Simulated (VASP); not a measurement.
Calculation: r2SCAN+rVV10, VASP's PBE PAW potentials (set 64) (plane waves; VASP 6.6.1).

A VASP calculation is set up with these files.

KPOINTS:
```
Automatic mesh
0
Gamma
9 9 9
0 0 0
```

File KPOINTS_OPT:
```
k-points along high-symmetry lines
10
Line-mode
Reciprocal
  0.000000   0.000000   0.000000 ! GAMMA
 -0.500000  -0.500000   0.000000 ! X

 -0.500000  -0.500000   0.000000 ! X
 -0.375000  -0.375000   0.250000 ! U

 -0.375000  -0.000000   0.375000 ! K
  0.000000   0.000000   0.000000 ! GAMMA

  0.000000   0.000000   0.000000 ! GAMMA
 -0.000000   0.000000   0.500000 ! L

 -0.000000   0.000000   0.500000 ! L
 -0.500000  -0.250000   0.250000 ! W

 -0.500000  -0.250000   0.250000 ! W
 -0.500000  -0.500000   0.000000 ! X
```

### POSCAR
```
GaP
3.8417480
  0.0000000000   0.7071068537   0.7071068537
  0.7071068537   0.0000000000   0.7071068537
  0.7071068537   0.7071068537   0.0000000000
Ga P
1 1
Cart
  0.0000000000   0.0000000000   0.0000000000
  0.3535534269   0.3535534269   0.3535534269
```

**INCAR**
```
NEDOS = 601   # DOS grid
PREC = Accurate
CPARAM = 0.0093
BPARAM = 11.95
SYSTEM = GaP
LORBIT = 11
ENCUT = 520
LMAXMIX = 4   # l cut-off of mixed one-centre charges
ALGO = Normal   # blocked Davidson
NELM = 100
EDIFF = 1E-7
LREAL = F   # projection in real space or not
LWAVE = F
ISIF = 2   # forces and stress, cell fixed
ISMEAR = -5
LUSE_VDW = T
LASPH = T
LCHARG = F
LMIXTAU = T
METAGGA = R2SCAN
```

POTCAR, in this order: Ga_d P (PBE.64 set). Program: vasp_std.

Output

**OSZICAR**
```
       N       E                     dE             d eps       ncg     rms          rms(c)
DAV:   1     0.689715662013E+02    0.68972E+02   -0.95854E+03   926   0.205E+03
DAV:   2    -0.171193757690E+02   -0.86091E+02   -0.83521E+02  1020   0.348E+02
DAV:   3    -0.231224244705E+02   -0.60030E+01   -0.59783E+01  1150   0.770E+01
DAV:   4    -0.232277981750E+02   -0.10537E+00   -0.10534E+00  1125   0.111E+01
DAV:   5    -0.232301628287E+02   -0.23647E-02   -0.23646E-02  1142   0.133E+00    0.490E+00
DAV:   6    -0.209180260927E+02    0.23121E+01   -0.69133E-01  1111   0.194E+01    0.319E+00
DAV:   7    -0.210899186925E+02   -0.17189E+00   -0.45500E-01  1120   0.782E+00    0.153E+00
DAV:   8    -0.209290117521E+02    0.16091E+00   -0.11347E-01   940   0.474E+00    0.104E+00
DAV:   9    -0.209374343311E+02   -0.84226E-02   -0.19699E-01   915   0.481E+00    0.264E-01
DAV:  10    -0.209464958200E+02   -0.90615E-02   -0.14677E-01   910   0.403E+00    0.125E-01
DAV:  11    -0.209505464389E+02   -0.40506E-02   -0.51594E-03  1110   0.622E-01    0.441E-02
DAV:  12    -0.209498627870E+02    0.68365E-03   -0.52965E-04  1030   0.223E-01    0.595E-02
DAV:  13    -0.209506957421E+02   -0.83296E-03   -0.63522E-04   920   0.294E-01    0.239E-02
DAV:  14    -0.209507064098E+02   -0.10668E-04   -0.22888E-05  1150   0.472E-02    0.278E-02
DAV:  15    -0.209507047790E+02    0.16308E-05   -0.10684E-05   940   0.404E-02    0.218E-02
DAV:  16    -0.209507132788E+02   -0.84997E-05   -0.32820E-06   925   0.212E-02    0.275E-03
DAV:  17    -0.209507127838E+02    0.49502E-06   -0.67923E-07  1050   0.813E-03    0.218E-03
DAV:  18    -0.209507127146E+02    0.69185E-07   -0.32021E-07   985   0.654E-03
   1 F= -.20950713E+02 E0= -.20950713E+02  d E =0.000000E+00
       N       E                     dE             ncg
       N       E                     dE             ncg
```

### OUTCAR
```
------------------------ aborting loop because EDIFF is reached ----------------------------------------
  FORCE on cell =-STRESS in cart. coord.  units (eV):
  Direction    XX          YY          ZZ          XY          YZ          ZX
  --------------------------------------------------------------------------------------
  Total        0.0247632      0.0247632      0.0247632      0.0000000     -0.0000000      0.0000000
  in kB        0.9895664      0.9895664      0.9895664      0.0000000     -0.0000000      0.0000000
  external PRESSURE =       0.9895664 kB  Pullay stress =       0.0000000 kB
  volume of cell :       40.09
      direct lattice vectors                 reciprocal lattice vectors
     0.000000000  2.716526341  2.716526341    -0.184058587  0.184058587  0.184058587
     2.716526341  0.000000000  2.716526341     0.184058587 -0.184058587  0.184058587
     2.716526341  2.716526341  0.000000000     0.184058587  0.184058587 -0.184058587
  FREE ENERGIE OF THE ION-ELECTRON SYSTEM (eV)
  ---------------------------------------------------
  free  energy   TOTEN  =       -20.9507127146 eV

  energy  without entropy=      -20.9507127146  energy(sigma->0) =      -20.95071271

 total charge

# of ion       s       p       d       tot
------------------------------------------
    1        0.831   0.857  10.020  11.708
    2        1.008   1.543   0.000   2.551
--------------------------------------------------
tot          1.839   2.400  10.020  14.259
```
(Selected blocks of OUTCAR.)

The compound is GaP in the zinc blende structure. It was relaxed first.
